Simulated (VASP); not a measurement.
The input files of a VASP run:

File POSCAR:
```
Li2S
1
    0.0000000000     2.8600000000     2.8600000000
    2.8600000000     0.0000000000     2.8600000000
    2.8600000000     2.8600000000     0.0000000000
Li S
2 1
Direct
  0.2500000000   0.2500000000   0.2500000000
  0.7500000000   0.7500000000   0.7500000000
  0.0000000000   0.0000000000   0.0000000000
```

File KPOINTS:
```
Automatic mesh
0
G
4 4 4
```

**INCAR**
```
SYSTEM = Li2S
PREC = Normal; ENCUT = 500; LREAL = F
LASPH = T
EDIFF = 1E-8; NELM = 100; ALGO = Normal
ISMEAR = 0; SIGMA = 0.01
GGA = PE
LWAVE = T; LCHARG = F
```

POTCAR, in this order: Li_sv_GW S_GW (PBE.64 set). Program: vasp_std.

Task: Write an equivalent input for Ansatz.

Result: One equivalent input (not run):
Ansatz 0.2 input:
```yaml
crystal:
  lattice:
    - [0.0000000, 2.8600000, 2.8600000]
    - [2.8600000, 0.0000000, 2.8600000]
    - [2.8600000, 2.8600000, 0.0000000]
  atoms:
    - { symbol: Li, position: [0.2500000, 0.2500000, 0.2500000] }
    - { symbol: Li, position: [0.7500000, 0.7500000, 0.7500000] }
    - { symbol: S, position: [0.0000000, 0.0000000, 0.0000000] }
kpoints:
  mp_grid: { grid: [4, 4, 4] }
hamiltonian:
  xc: pbe
  pseudopotentials: { kind: paw }
scf:
  occupations: { method: gaussian, width: 0.01 }
  max_iter: 100
output: { forces: true, stress: true, eigenvalues: true }
```
What does not carry over: each code has its own PAW files, so the cut-off isn't converted (ENCUT is set for VASP's; basis.ecutwfc is left out, and Ansatz then takes the one that its files recommend); Ansatz stops its SCF on the density residual and VASP on the energy change (EDIFF).

The compound is Li2S in the antifluorite structure. The cell was not relaxed at this level. The k-mesh is coarse (spacing up to 0.48 per Å, 2π included), so the numbers may not be converged in it.
